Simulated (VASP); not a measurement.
Consider the following.

```yaml
crystal:
  lattice:
    - [4.53106, 0.00000, 0.00000]
    - [0.00000, 4.53106, 0.00000]
    - [0.00000, 0.00000, 4.53106]
  atoms:
    - { symbol: Ag, position: [0.75000, 0.25000, 0.75000] }
    - { symbol: Ag, position: [0.25000, 0.75000, 0.75000] }
    - { symbol: Ag, position: [0.75000, 0.75000, 0.25000] }
    - { symbol: Ag, position: [0.25000, 0.25000, 0.25000] }
    - { symbol: O, position: [0.00000, 0.00000, 0.00000] }
    - { symbol: O, position: [0.50000, 0.50000, 0.50000] }
```

Method: PBE GGA, VASP's PBE PAW potentials (set 64) (plane waves; VASP). Numerical set-up: 620 eV cut-off, 5×5×5 Γ-centred mesh, Gaussian smearing of 0.050 eV, potentials Ag O.

What does the run give for the energy per atom (σ→0), pressure, band gap (on the k-mesh) with the smallest direct gap where there is one?

The band gap (on the k-mesh) is 0.27 eV and the smallest direct gap (on the k-mesh) is 0.27 eV. The energy per atom (σ→0) comes out as -3.416 eV/atom and the pressure is 20.01 GPa.

Total energies compare only between runs with the same potentials, cut-off and functional.

The compound is Ag2O in the cuprite structure. It was relaxed first under an external pressure of 20 GPa.
